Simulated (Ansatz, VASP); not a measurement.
# CoO: VASP beside Ansatz, part 3 of 3

Aim: how closely do two programs agree when they are given the same cell, functional and k mesh? The cell is taken from a series of runs on this material, whose earlier steps may have relaxed, scaled, displaced or heated it; both programs get it as it stands.

VASP 6.6.1 and Ansatz 0.2.0.

So far. Step 7 (VASP: single point, PBEsol, DFT+U, pair 2): The run ends at a pressure of -4.88 GPa.

### Step 9. Ansatz: single point, PBEsol, DFT+U, pair 3

Level of this step: Ansatz beside VASP: Kohn-Sham DFT, plane waves, PBEsol, DFT+U (Ansatz).

A single point gives forces, pressure and levels at one fixed geometry, so differences don't come from the geometry; what else differs is listed under the comparison.

The cell is taken from a series of runs on this material, whose earlier steps may have relaxed, scaled, displaced or heated it; both programs get it as it stands.

input.yaml reads:

```yaml
crystal:
  lattice:
    - [0.0, 2.1315, 2.1315]
    - [0.0, 2.1315, -2.1315]
    - [-6.3945, -2.1315, 0.0]
  atoms:
    - { symbol: Co, position: [0.0, 0.0, 0.0], spin: 3.0 }
    - { symbol: Co, position: [0.333333333, 0.333333333, 0.666666667], spin: 3.0 }
    - { symbol: Co, position: [0.666666667, 0.666666667, 0.333333333], spin: -3.0 }
    - { symbol: O, position: [0.833333333, 0.833333333, 0.666666667] }
    - { symbol: O, position: [0.166666667, 0.166666667, 0.333333333] }
    - { symbol: O, position: [0.5, 0.5, 0.0] }
magnetization:
  spin_polarized: true
kpoints:
  mp_grid: { grid: [8, 8, 8] }
hamiltonian:
  xc: pbesol
  hubbard:
    sites:
      - { species: Co, l: d, u_eff: 4.9 }
      - { site: 0, l: d, u_eff: 4.9, starting_ns: [{ spin: up, occupation_matrix: co1_major }, { spin: down, occupation_matrix: co1_minor }] }
      - { site: 1, l: d, u_eff: 4.9, starting_ns: [{ spin: up, occupation_matrix: co1_major }, { spin: down, occupation_matrix: co1_minor }] }
      - { site: 2, l: d, u_eff: 4.9, starting_ns: [{ spin: up, occupation_matrix: co1_minor }, { spin: down, occupation_matrix: co1_major }] }
    projectors: ortho-atomic
    occupation_matrices:
      co1_major:
        matrix:
          - [0.997, 0.0, 0.0, 0.0, 0.0]
          - [0.0, 0.999, 0.0, 0.0, 0.0]
          - [0.0, 0.0, 0.999, 0.0, 0.0]
          - [0.0, 0.0, 0.0, 0.997, 0.0]
          - [0.0, 0.0, 0.0, 0.0, 0.999]
      co1_minor:
        matrix:
          - [0.162, -0.068, -0.068, 0.0, -0.135]
          - [-0.068, 0.654, -0.305, -0.117, 0.305]
          - [-0.068, -0.305, 0.654, 0.117, 0.305]
          - [0.0, -0.117, 0.117, 0.162, 0.0]
          - [-0.135, 0.305, 0.305, 0.0, 0.654]
scf:
  occupations: { method: fermi_dirac, width: 0.05 }
output:
  eigenvalues: true
```

Launch:

```console
ansatz run input.yaml --threads 4 --pin off --max-ram 8192MiB --backend cpu --events-out ev --progress --plain --runs-dir out
```

Numbers of over 12 decimals in the logs are rounded to 6 here.

The log of the run:

```text
[...]
Crystal: 6 atoms, lattice volume = 58.104 Å³
Basis set: ecut = 420 eV, 1097 PW (Γ)
Bands: 47, of which v1, the nominal top of the filled ones, is band 35 counted from 1 (34 counted from 0)
Symmetry: 2 space group operations
k-points: 260 of 512
[...]
Starting moments: Σ|m| = 9 μB on 3 of 6 sites
[...]
k-point 1 ↑: bands = [... 31 lower, 10.6903, 11.0503, 11.1366, 11.1701, 11.3455, 14.9792, 15.4985, 15.7416, ... 8 higher]
  k-point 2 ↑: bands = [... 31 lower, 10.8057, 10.9292, 11.1490, 11.2100, 11.4134, 15.4262, 15.5418, 15.7414, ... 8 higher]
  k-point 259 ↓: bands = [... 31 lower, 11.1375, 11.2436, 15.7324, 15.8426, 16.1403, 16.1862, 16.2599, 16.5883, ... 8 higher]
Occupation matrices written to <dir>
[key lines of the parts left out:]
SCF converged after 21 iterations
Magnetization: 3.0000 μB (36.0000 up, 33.0000 down)
Free energy (F): -16953.456229 eV
Fermi energy:    14.061140 eV
```

### Step 10. VASP: single point, PBEsol, DFT+U, pair 3

The same cell, functional, mesh and smearing now go to VASP, with its own data sets.

INCAR reads:

```
SYSTEM = CoO
PREC = Accurate
ENCUT = 520
EDIFF = 1E-06
NELM = 200
ISMEAR = -1
SIGMA = 0.05
LREAL = .FALSE.
ALGO = Normal
GGA = PS
NBANDS = 33
ISPIN = 2
MAGMOM = 2.61 2.61 -2.6 0.13 -0.06 0.13
LDAU = .TRUE.
LDAUTYPE = 2
LDAUL = 2 -1
LDAUU = 4.9 0
LDAUJ = 0 0
LDAUPRINT = 1
LASPH = .TRUE.
LMAXMIX = 4
LORBIT = 11
LWAVE = .FALSE.
LCHARG = .FALSE.
ISIF = 2
GGA_COMPAT = .FALSE.
KPAR = 2
```

POSCAR reads:

```
CoO
1.0
    0.0000000000      2.1315000000      2.1315000000
    0.0000000000      2.1315000000     -2.1315000000
   -6.3945000000     -2.1315000000      0.0000000000
Co O
3 3
Direct
    0.0000000000      0.0000000000      0.0000000000
    0.3333333333      0.3333333333      0.6666666667
    0.6666666667      0.6666666667      0.3333333333
    0.8333333333      0.8333333333      0.6666666667
    0.1666666667      0.1666666667      0.3333333333
    0.5000000000      0.5000000000      0.0000000000
```

KPOINTS reads:

```
Automatic mesh
0
Gamma
8 8 8
0 0 0
```

PAW data sets: Co and O (PBE family, release 64).

Launch:

```console
mpirun -np 2 vasp_std
```

The log of the run:

```text
[... set-up lines as in an earlier step ...]
 entering main loop
       N       E                     dE             d eps       ncg     rms          rms(c)
DAV:   1     0.430596919822E+03    0.43060E+03   -0.20452E+04  7812   0.167E+03
DAV:   2     0.205453249589E+02   -0.41005E+03   -0.37517E+03  7936   0.389E+02
DAV:   3    -0.364770763860E+02   -0.57022E+02   -0.54328E+02  9133   0.164E+02
DAV:   4    -0.384223159511E+02   -0.19452E+01   -0.19306E+01  9108   0.322E+01
[...]
DAV:  19    -0.371606945479E+02    0.14792E-05   -0.16492E-05 12567   0.112E-01    0.191E-02
DAV:  20    -0.371606924574E+02    0.20905E-05   -0.14245E-05 13578   0.770E-02    0.913E-03
DAV:  21    -0.371606922473E+02    0.21006E-06   -0.53156E-06 11061   0.297E-02
   1 F= -.37160692E+02 E0= -.37160691E+02  d E =-.277588E-05  mag=     3.0005
```

OUTCAR, selected parts (step 10):

```text
  Total        0.9544385     -3.3226719     -3.3226719      0.0000000      0.0000000      0.0000000
  in kB       26.3179023    -91.6201050    -91.6201050      0.0000000      0.0000000      0.0000000
  external PRESSURE =     -52.3074359 kB  Pullay stress =       0.0000000 kB

 POSITION                                       TOTAL-FORCE (eV/Angst)
 -----------------------------------------------------------------------------------
      0.00000      0.00000      0.00000        -0.003855     -0.000000     -0.000000
     -4.26300     -0.00000      0.00000         0.003855     -0.000000     -0.000000
     -2.13150      2.13150      0.00000        -0.000000     -0.000000     -0.000000
     -4.26300      2.13150      0.00000        -0.048713     -0.000000     -0.000000
     -2.13150      0.00000      0.00000        -0.000000     -0.000000      0.000000
      0.00000      2.13150      0.00000         0.048713      0.000000     -0.000000
 -----------------------------------------------------------------------------------
    total drift:                               -0.000001      0.000000      0.000000

  FREE ENERGIE OF THE ION-ELECTRON SYSTEM (eV)
  ---------------------------------------------------
  free  energy   TOTEN  =       -37.1606922473 eV

  energy  without entropy=      -37.1606894714  energy(sigma->0) =      -37.16069086

 magnetization (x)
# of ion       s       p       d       tot
------------------------------------------
    1        0.019   0.017   2.739   2.776
    2        0.019   0.017   2.739   2.776
    3       -0.019  -0.016  -2.737  -2.771
    4        0.014   0.121   0.000   0.135
    5       -0.007  -0.081   0.000  -0.088
    6        0.014   0.121   0.000   0.135
--------------------------------------------------
tot          0.040   0.180   2.742   2.962

[... 1 part as in an earlier step ...]

[... 2 further parts left out ...]
[key lines of the parts left out:]
E-fermi :   7.3604
```

The run ends at a pressure of -5.23 GPa, with forces up to 0.049 eV/Å.

### Step 11. Side by side

What differs besides the data sets and the points named for the pairs above, as far as they apply: the data sets hold 69 valence electrons in Ansatz (on its default PAW (the set named soft_2) files) and 45 in VASP. Total energies have different zeros and are not compared.

The two programs side by side:

```
          quantity  Ansatz   VASP  difference
 total moment (μB)    3.00   3.00        0.00
moment on Co1 (μB)    2.61   2.78       -0.16
moment on Co2 (μB)    2.61   2.78       -0.16
moment on Co3 (μB)   -2.60  -2.77       +0.17
 moment on O4 (μB)    0.13   0.14       -0.01
 moment on O6 (μB)    0.13   0.14       -0.01
 moment on O5 (μB)   -0.06  -0.09       +0.03
```

### Step 12. What came out

| Quantity | Value |
| --- | --- |
| difference in gap on the k mesh (single point, PBEsol, DFT+U, pair 1) | -0.14 eV |
| difference in total moment (single point, PBEsol, DFT+U, pair 2) | 3.0e-4 μB |
| difference in total moment (single point, PBEsol, DFT+U, pair 3) | -5.0e-4 μB |

**Reading.** The difference in gap on the k mesh is -0.14 eV (single point, PBEsol, DFT+U, pair 1). The data sets hold unlike numbers of valence electrons (69 in Ansatz and 45 in VASP), so part of the differences comes from the potentials. Single point, PBEsol, DFT+U, pair 1, VASP with the data sets Co_sv and O: the difference in gap on the k mesh goes from -0.14 to 0.083 eV; the difference in total moment goes from -1.0e-4 to 0 μB. How closely two codes agree says nothing of how well the functional describes the real material.

[Lines on the potential files, build, host, timing and source positions are cut from VASP's logs without a mark.]

[Logs are printed without paths, hosts, clocks, repeated set-up lines and the standing remarks that a program may print on its own settings, such as how far it seeks lower states.]

[Hosts, paths, dates, database ids (printed as entryN), source tags and the programs' standing remarks are cut or masked in the printed files.]
